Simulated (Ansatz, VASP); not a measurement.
# Hf: VASP beside Ansatz, part 2 of 2

One calculation is typed for both programs; each brings its own data sets. How far apart do they land? The cell is taken from a series of runs on this material, whose earlier steps may have relaxed, scaled, displaced or heated it; both programs get it as it stands.

VASP 6.6.1 and Ansatz 0.2.0.

So far. Step 5 (Ansatz: single point, PBEsol, pair 2): The run ends at a pressure of 0.24 GPa, with forces up to 0.34 eV/Å. Step 6 (VASP: single point, PBEsol, pair 2): The run ends at a pressure of -0.03 GPa, with forces up to 0.34 eV/Å.

This is not the structure that Hf takes at ambient pressure and room temperature (hexagonal, No. 194); it is a model or a phase of other conditions.

**7. Differences**

What differs besides the data sets and the points named for the pairs above, as far as they apply: the data sets hold 52 valence electrons in Ansatz (on its PAW soft_1 files) and 20 in VASP. Total energies have different zeros and are not compared.

The two programs side by side:

```tsv
quantity	Ansatz	VASP	difference
pressure (GPa)	0.24	-0.03	+0.27
```

Forces (eV/Å; atoms numbered as in POSCAR):

```tsv
atom	Ansatz x, y, z	VASP x, y, z
Hf1	0.237, -0.237, 0.000	0.240, -0.240, 0.000
Hf2	-0.237, 0.237, 0.000	-0.240, 0.240, 0.000
```

The forces differ by 2.5 meV/Å r.m.s., which is 1.3 % of the r.m.s. force of 0.196 eV/Å (both taken over all components).

**8. Ansatz: single point, PBEsol, pair 3**

A single point takes one fixed geometry, so differences don't come from the geometry; what else differs is listed under the comparison.

The cell is taken from a series of runs on this material, whose earlier steps may have relaxed, scaled, displaced or heated it; both programs get it as it stands.

File input.yaml:

```yaml
crystal:
  lattice:
    - [-1.7446091036, 1.7446091036, 1.7446091036]
    - [1.7446091036, -1.7446091036, 1.7446091036]
    - [3.4892182072, 3.4892182072, 0.0]
  atoms:
    - { symbol: Hf, position: [-0.0283716705, 0.0283716705, 0.0] }
    - { symbol: Hf, position: [0.5283716705, 0.4716283295, 0.5] }
kpoints:
  mp_grid: { grid: [14, 14, 8] }
hamiltonian:
  xc: pbesol
  pseudopotentials: { kind: paw, azcp: { folder: soft_1 }, xc_functional: pbe }
scf:
  occupations: { method: methfessel_paxton, width: 0.2 }
output:
  forces: true
  stress: true
  eigenvalues: true
```

Launch:

```console
ansatz run input.yaml --threads 4 --pin off --max-ram 10240MiB --backend cpu --events-out ev --progress --plain --runs-dir out
```

Numbers of over 12 decimals in the logs are rounded to 6 here.

The program printed:

```text
[...]
Crystal: 2 atoms, lattice volume = 42.480 Å³
Basis set: ecut = 420 eV, 801 PW (Γ), exchange–correlation on 48×48×72 points (8 copies of the dense FFT grid, shifted against one another)
Bands: 32, of which v1, the nominal top of the filled ones, is band 26 counted from 1 (25 counted from 0)
Symmetry: 8 space group operations
[...]
k-points: 285 of 1568
[...]
k-point 0: bands = [... 22 lower, 11.5057, 15.1666, 18.1471, 20.0092, 20.1422, 20.3763, 20.3813, 22.9202, ... 2 higher]
  k-point 1: bands = [... 22 lower, 11.6601, 15.1169, 18.1947, 19.7322, 20.0298, 20.3125, 20.5467, 22.6837, ... 2 higher]
  k-point 2: bands = [... 22 lower, 12.1059, 14.8935, 18.3425, 19.2468, 19.7326, 20.0854, 21.0269, 22.4808, ... 2 higher]
  k-point 284: bands = [... 22 lower, 16.3649, 16.3649, 17.6515, 17.6515, 20.4433, 20.4433, 20.8871, 20.8871, ... 2 higher]
[key lines of the parts left out:]
SCF converged after 8 iterations
Free energy (F): -31197.349664 eV
Fermi energy:    18.717969 eV
P = ⅓ Tr σ = 0.5162 GPa (5.162 kbar)
```

The run ends at a pressure of 0.52 GPa, with forces up to 0.42 eV/Å.

**9. VASP: single point, PBEsol, pair 3**

The same cell, functional, mesh and smearing now go to VASP, with its own data sets.

File INCAR:

```
SYSTEM = Hf
PREC = Accurate
ENCUT = 500
EDIFF = 1E-06
NELM = 120
ISMEAR = 1
SIGMA = 0.2
LREAL = .FALSE.
ALGO = Normal
GGA = PS
NBANDS = 16
LASPH = .TRUE.
LORBIT = 11
LWAVE = .FALSE.
LCHARG = .FALSE.
ISIF = 2
GGA_COMPAT = .FALSE.
KPAR = 2
```

File POSCAR:

```
Hf
1.0
   -1.7446091036      1.7446091036      1.7446091036
    1.7446091036     -1.7446091036      1.7446091036
    3.4892182072      3.4892182072      0.0000000000
Hf
2
Direct
    0.9716283295      0.0283716705      0.0000000000
    0.5283716705      0.4716283295      0.5000000000
```

File KPOINTS:

```
Automatic mesh
0
Gamma
14 14 8
0 0 0
```

The projector-augmented-wave data sets are Hf_pv (PBE family, release 64).

Launch:

```console
mpirun -np 2 vasp_std
```

The program printed:

```text
[... set-up lines as in an earlier step ...]
 entering main loop
       N       E                     dE             d eps       ncg     rms          rms(c)
DAV:   1     0.459108114482E+02    0.45911E+02   -0.11092E+04  9152   0.115E+03
DAV:   2    -0.198641375151E+02   -0.65775E+02   -0.64432E+02 12384   0.250E+02
DAV:   3    -0.214331694770E+02   -0.15690E+01   -0.15545E+01 11984   0.265E+01
DAV:   4    -0.214445222507E+02   -0.11353E-01   -0.11349E-01 11472   0.279E+00
[...]
DAV:  10    -0.207463055532E+02    0.36784E-05   -0.29843E-05 10792   0.428E-02    0.138E-01
DAV:  11    -0.207463084028E+02   -0.28496E-05   -0.46357E-06 11648   0.160E-02    0.251E-02
DAV:  12    -0.207463079907E+02    0.41211E-06   -0.15832E-07  6624   0.334E-03
   1 F= -.20746308E+02 E0= -.20747457E+02  d E =0.344842E-02
```

From OUTCAR (step 9):

```text
  Total        0.0448549      0.0448549      0.0942119     -0.4873653      0.0000000      0.0000000
  in kB        1.6917493      1.6917493      3.5533008    -18.3814947      0.0000000      0.0000000
  external PRESSURE =       2.3122664 kB  Pullay stress =       0.0000000 kB

 POSITION                                       TOTAL-FORCE (eV/Angst)
 -----------------------------------------------------------------------------------
     -1.64561      1.64561      1.74461         0.298283     -0.298283      0.000000
      1.64561      1.84360      1.74461        -0.298283      0.298283      0.000000
 -----------------------------------------------------------------------------------
    total drift:                               -0.000000      0.000000      0.000000

  FREE ENERGIE OF THE ION-ELECTRON SYSTEM (eV)
  ---------------------------------------------------
  free  energy   TOTEN  =       -20.7463079907 eV

  energy  without entropy=      -20.7497564137  energy(sigma->0) =      -20.74745747

[... 2 parts as in an earlier step ...]

[... 1 further part left out ...]
[key lines of the parts left out:]
E-fermi :   4.7770
```

The run ends at a pressure of 0.23 GPa, with forces up to 0.42 eV/Å.

**10. Side by side**

What differs besides the data sets and the points named for the pairs above, as far as they apply: the data sets hold 52 valence electrons in Ansatz (on its PAW soft_1 files) and 20 in VASP. Total energies have different zeros and are not compared.

The two programs side by side:

```tsv
quantity	Ansatz	VASP	difference
pressure (GPa)	0.52	0.23	+0.28
```

Forces (eV/Å; atoms numbered as in POSCAR):

```tsv
atom	Ansatz x, y, z	VASP x, y, z
Hf1	0.294, -0.294, 0.000	0.298, -0.298, 0.000
Hf2	-0.294, 0.294, 0.000	-0.298, 0.298, 0.000
```

The forces differ by 3.4 meV/Å r.m.s., which is 1.4 % of the r.m.s. force of 0.244 eV/Å (both taken over all components).

**11. Outcome**

- r.m.s. force difference (single point, PBEsol, pair 1): 1.4 meV/Å
- r.m.s. force difference (single point, PBEsol, pair 2): 2.5 meV/Å
- r.m.s. force difference (single point, PBEsol, pair 3): 1.4 % of the r.m.s. force

The r.m.s. force difference is 1.4 % of the r.m.s. force (single point, PBEsol, pair 3), within the 3 % picked in this series as the mark of a large difference. The data sets hold unlike numbers of valence electrons (52 in Ansatz and 20 in VASP), so part of the differences may come from the potentials. 5 further pairs of this series are not shown here. Such differences can come from data sets, numerical settings and the points named under the comparisons, not from the functional's error against experiment.

[Lines on the potential files, build, host, timing and source positions are cut from VASP's logs without a mark.]

[Logs are printed without paths, hosts, clocks, repeated set-up lines and the standing remarks that a program may print on its own settings, such as how far it seeks lower states.]

[Hosts, paths, dates, database ids (printed as entryN), source tags and the programs' standing remarks are cut or masked in the printed files.]
